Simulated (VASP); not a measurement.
Energy against volume of KF (rock salt). Computed with SCAN meta-GGA, VASP's PBE PAW potentials (set 64) (plane waves; VASP).

```
V (Å³/atom)  E (eV/atom)
-----------  -----------
17.471          -8.83679
18.028          -8.84405
18.586          -8.84663
19.143          -8.84528
19.701          -8.84062
```

Q: Fit a third-order Birch-Murnaghan equation of state.

A: 
- volume per atom = 18.66 Å³/atom
- bulk modulus = 36.9 GPa
- pressure derivative of the bulk modulus = 4.80
- lattice constant a = 5.305 Å

The compound is KF in the rock salt structure. It was relaxed first.
